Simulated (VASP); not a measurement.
Output of a VASP run:

**OUTCAR**
```
 ion  position               nearest neighbor table
   1  0.000  0.000  0.000-
  LATTYP: Found a face centered cubic cell.
 ALAT       =     3.5169018754
 Subroutine PRICEL returns:
 Original cell was already a primitive cell.
 Subroutine GETGRP returns: Found 48 space group operations
The static configuration has the point symmetry O_h .
The dynamic configuration has the point symmetry O_h .
The overall configuration has the point symmetry O_h .
 Subroutine INISYM returns: Found 48 space group operations
 Subroutine IBZKPT returns following result:
 Found    195 irreducible k-points:

 Following reciprocal coordinates:
            Coordinates               Weight
  0.000000  0.000000  0.000000      1.000000
  0.055556  0.000000  0.000000      8.000000
  0.111111  0.000000  0.000000      8.000000
  0.166667  0.000000  0.000000      8.000000
  0.222222  0.000000  0.000000      8.000000
  0.277778  0.000000  0.000000      8.000000
  0.333333  0.000000  0.000000      8.000000
  0.388889  0.000000  0.000000      8.000000
  0.444444  0.000000  0.000000      8.000000
  0.500000  0.000000  0.000000      4.000000
  0.055556  0.055556  0.000000      6.000000
  0.111111  0.055556  0.000000     24.000000
  0.166667  0.055556  0.000000     24.000000
  0.222222  0.055556  0.000000     24.000000
  0.277778  0.055556  0.000000     24.000000
  0.333333  0.055556  0.000000     24.000000
  0.388889  0.055556  0.000000     24.000000
  0.444444  0.055556  0.000000     24.000000
  0.500000  0.055556  0.000000     24.000000
 -0.444444  0.055556  0.000000     24.000000
 -0.388889  0.055556  0.000000     24.000000
 -0.333333  0.055556  0.000000     24.000000
 -0.277778  0.055556  0.000000     24.000000
 -0.222222  0.055556  0.000000     24.000000
 -0.166667  0.055556  0.000000     24.000000
 -0.111111  0.055556  0.000000     24.000000
 -0.055556  0.055556  0.000000     12.000000
  0.111111  0.111111  0.000000      6.000000
  0.166667  0.111111  0.000000     24.000000
  0.222222  0.111111  0.000000     24.000000
  0.277778  0.111111  0.000000     24.000000
  0.333333  0.111111  0.000000     24.000000
  0.388889  0.111111  0.000000     24.000000
  0.444444  0.111111  0.000000     24.000000
  0.500000  0.111111  0.000000     24.000000
 -0.444444  0.111111  0.000000     24.000000
 -0.388889  0.111111  0.000000     24.000000
 -0.333333  0.111111  0.000000     24.000000
 -0.277778  0.111111  0.000000     24.000000
 -0.222222  0.111111  0.000000     24.000000
   k-points           NKPTS =    195   k-points in BZ     NKDIM =    195   number of bands    NBANDS=      9
   number of dos      NEDOS =    301   number of ions     NIONS =      1
   total plane-waves  NPLWV =   5832
   dimension x,y,z NGX =    18 NGY =   18 NGZ =   18
   dimension x,y,z NGXF=    36 NGYF=   36 NGZF=   36
   ions per type =               1
   PREC   = accura    normal or accurate (medium, high low for compatibility)
   ISTART =      0    job   : 0-new  1-cont  2-samecut
   ICHARG =      2    charge: 1-file 2-atom 10-const
   ISPIN  =      2    spin polarized calculation?
   LNONCOLLINEAR =      F non collinear calculations
   LSORBIT =      F    spin-orbit coupling
   INIWAV =      1    electr: 0-lowe 1-rand  2-diag
   ENCUT  =  500.0 eV  36.75 Ry    6.06 a.u.   4.53  4.53  4.53*2*pi/ulx,y,z
   NELM   =    100;   NELMIN=  2; NELMDL= -5     # of ELM steps
   EDIFF  = 0.1E-05   stopping-criterion for ELM
   LREAL  =      F    real-space projection
   NLSPLINE    = F    spline interpolate recip. space projectors
   LMAXMIX     =    4 max onsite mixed and CHGCAR
   VOSKOWN=      0    Vosko Wilk Nusair interpolation
   EDIFFG = -.2E-01   stopping-criterion for IOM
   NSW    =     40    number of steps for IOM
   NBLOCK =      1;   KBLOCK =     40    inner block; outer block
   IBRION =      2    ionic relax: 0-MD 1-quasi-New 2-CG
...
```

### OSZICAR
```
       N       E                     dE             d eps       ncg     rms          rms(c)
DAV:   1     0.222205487331E+02    0.22221E+02   -0.47202E+03  7148   0.138E+03
DAV:   2    -0.607924893540E+01   -0.28300E+02   -0.27209E+02  7078   0.164E+02
DAV:   3    -0.649074754011E+01   -0.41150E+00   -0.41076E+00  8218   0.264E+01
DAV:   4    -0.649449617512E+01   -0.37486E-02   -0.37482E-02  7960   0.220E+00
DAV:   5    -0.649459370130E+01   -0.97526E-04   -0.97526E-04  8131   0.297E-01    0.993E+00
DAV:   6    -0.581476588696E+01    0.67983E+00   -0.16963E+01  7376   0.668E+01    0.595E+00
DAV:   7    -0.549020993698E+01    0.32456E+00   -0.28332E+00  7410   0.257E+01    0.193E+00
DAV:   8    -0.547461834911E+01    0.15592E-01   -0.22015E-02  9909   0.175E+00    0.938E-01
DAV:   9    -0.547232358536E+01    0.22948E-02   -0.17573E-03 10323   0.423E-01    0.250E-01
DAV:  10    -0.547180591643E+01    0.51767E-03   -0.70329E-04  8904   0.222E-01    0.387E-02
DAV:  11    -0.547181194553E+01   -0.60291E-05   -0.15693E-05  9039   0.485E-02    0.334E-02
DAV:  12    -0.547181275316E+01   -0.80762E-06   -0.91047E-07  4010   0.118E-02
   1 F= -.54718128E+01 E0= -.54719427E+01  d E =-.547181E+01  mag=     0.6163
```

File OUTCAR:
```
------------------------ aborting loop because EDIFF is reached ----------------------------------------
  FORCE on cell =-STRESS in cart. coord.  units (eV):
  Direction    XX          YY          ZZ          XY          YZ          ZX
  --------------------------------------------------------------------------------------
  Total        0.0002614      0.0002614      0.0002614      0.0000000      0.0000000      0.0000000
  in kB        0.0385185      0.0385185      0.0385185      0.0000000      0.0000000      0.0000000
  external PRESSURE =       0.0385185 kB  Pullay stress =       0.0000000 kB
  volume of cell :       10.87
      direct lattice vectors                 reciprocal lattice vectors
     0.000000000  1.758450938  1.758450938    -0.284341172  0.284341172  0.284341172
     1.758450938  0.000000000  1.758450938     0.284341172 -0.284341172  0.284341172
     1.758450938  1.758450938  0.000000000     0.284341172  0.284341172 -0.284341172
 POSITION                                       TOTAL-FORCE (eV/Angst)
 -----------------------------------------------------------------------------------
      0.00000      0.00000      0.00000         0.000000     -0.000000      0.000000
 -----------------------------------------------------------------------------------
    total drift:                                0.000000      0.000000     -0.000000
  FREE ENERGIE OF THE ION-ELECTRON SYSTEM (eV)
  ---------------------------------------------------
  free  energy   TOTEN  =        -5.4718127532 eV

  energy  without entropy=       -5.4722024992  energy(sigma->0) =       -5.47194267

 total charge

# of ion       s       p       d       tot
------------------------------------------
    1        0.498   0.498   8.315   9.311

 magnetization (x)

# of ion       s       p       d       tot
------------------------------------------
    1       -0.007  -0.025   0.660   0.628

 reached required accuracy - stopping structural energy minimisation
```
(Selected blocks of OUTCAR.)

POSCAR:
```
Ni
1
   -0.0000000000     1.7584509377     1.7584509377
    1.7584509377     0.0000000000     1.7584509377
    1.7584509377     1.7584509377     0.0000000000
Ni
1
Direct
  0.0000000000   0.0000000000   0.0000000000
```

**Question.** Write an INCAR and KPOINTS that could have produced this output.

**Answer.** This is not unique; one that fits is the input of the run itself, PBE GGA, plane waves, VASP's PBE PAW potentials (set 64).

**KPOINTS**
```
Automatic mesh
0
Gamma
18 18 18
0 0 0
```

INCAR:
```
ALGO=Normal
EDIFF=1E-6
EDIFFG=-0.02
ENCUT=500
GGA=PE
IBRION=2
ISIF=3
ISMEAR=1
ISPIN=2
LASPH=.TRUE.
LCHARG=.FALSE.
LMAXMIX=4
LORBIT=10
LREAL=.FALSE.
LWAVE=.FALSE.
MAGMOM=0.6
NELM=100
NSW=40
PREC=Accurate
SIGMA=0.1
SYSTEM=Ni
```

POTCAR, in this order: Ni (PBE.64 set). Program: vasp_std.

The compound is Ni in the fcc structure. It was relaxed first.
